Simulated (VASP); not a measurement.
Data:

```
CELL_PARAMETERS angstrom
      0.00000     2.35355     2.35355
      2.35355     0.00000     2.35355
      2.35355     2.35355     0.00000
ATOMIC_POSITIONS crystal
  Hf 0.00000 0.00000 0.00000
  C  0.50000 0.50000 0.50000
```

Calculation: PBE GGA with D3 dispersion (Becke-Johnson damping), VASP's PBE PAW potentials (set 64) (plane waves; VASP 6.6.1). Numerical set-up: 520 eV cut-off, 14×14×14 Γ-centred mesh, first-order Methfessel-Paxton smearing of 0.10 eV, potentials Hf_pv C.

Unless said otherwise, spin-orbit coupling is left out, though it shifts the bands of the heavy elements here.

Question: Estimate the energy per atom (σ→0), pressure, band gap (on the k-mesh) with the smallest direct gap where there is one.

Answer: 
The band gap (on the k-mesh) comes out as none (metal, semimetal or under 0.01 eV) and the energy per atom (σ→0) is -1047.2 kJ/mol-atom. The pressure comes out as -13.01 GPa.

Only differences to runs with the same potentials and settings are physical.

The compound is HfC in the rock salt structure. This cell is one point of a volume scan, at 1.06 of the reference volume.
